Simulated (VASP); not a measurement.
The system is PtSe2.

```
Pt Se
1.0
     3.71731    0.00000    0.00000
    -1.85865    3.21928    0.00000
     0.00000    0.00000    5.82007
Pt Se
1 2
Direct
  0.00000 0.00000 0.00000
  0.66667 0.33333 0.77461
  0.33333 0.66667 0.22539
```

The cell is a database's computed one.

```yaml
Program: VASP 6.6.1
Task: relaxation of cell and atoms
Functional: RPBE
Potentials_or_basis: VASP PAW PBE potentials, release 64 (Pt, Se)
Cutoff: 600 eV
k_mesh: 9 × 9 × 6
Occupations: gaussian, width 0.02 eV
Spin: no spin polarisation
```

At the start: pressure 4.5 GPa; volume 23.22 Å³/atom.

Problem. Where does the relaxation end?

Solution. Over 83 steps the energy falls by 43.3 meV/atom and the volume is 31.64 Å³/atom (+36.3 %); space group P-3m1 (No. 164, to 0.05 Å).

The path:
```
step  energy change (eV)  largest force (eV/Å)  pressure (GPa)  volume (Å³)
   1              0.0000                0.2214            4.51        69.65
   4             -0.0390                0.2779            0.18        72.37
   7             -0.0557                0.0050            0.20        74.48
  10             -0.1003                0.0058           -0.06        80.65
  13             -0.0604                0.8749            3.21       102.63
  16             -0.0883                0.6111            1.94       109.35
  19             -0.0904                0.4844            1.11       118.59
  22             -0.0878                0.4244            0.76       121.93
  25             -0.1012                0.3693            0.56       114.30
  28              2.8340                3.2071           50.60        46.50
  31              3.0642                5.2997           46.25        53.91
  34              2.4570                3.4662           35.59        52.03
  37              1.2706                0.8541            0.09        62.76
  40              0.8351                0.8921           -0.75        63.80
  43              0.1596                0.5239           -2.84        64.85
  46              0.1192                0.3290            1.09        62.94
  49             -0.0174                0.0558            1.47        70.27
  52             -0.0406                0.8720            4.27        80.51
  55             -0.1020                0.1998           -0.70        98.54
  58             -0.1169                0.1769           -0.29        97.57
  61             -0.1286                0.0186           -0.05        98.88
  64             -0.1287                0.0301            0.02        98.61
  67             -0.1290                0.0130           -0.09        98.20
  70             -0.1291                0.0054            0.03        97.64
  73             -0.1295                0.0037            0.07        96.58
  76             -0.1300                0.0075           -0.03        95.23
  79             -0.1300                0.0006           -0.04        95.00
  82             -0.1300                0.0060            0.00        94.92
  83             -0.1300                0.0042            0.00        94.91
```

Final structure:
```
Pt Se
1.0
     3.77823    0.00000    0.00000
    -1.88911    3.27204    0.00000
     0.00000    0.00000    7.67713
Pt Se
1 2
Direct
  0.00000 0.00000 0.00000
  0.66667 0.33333 0.82958
  0.33333 0.66667 0.17042
```

Caveat: the volume moved by over 15 % at a fixed basis, so the end points are rough; the PAW data sets were made with another functional, which shifts forces and pressure a little; this functional lacks dispersion, which binds the layers, so the pressure and a relaxed spacing across them are unreliable, and here the layers came unbound.
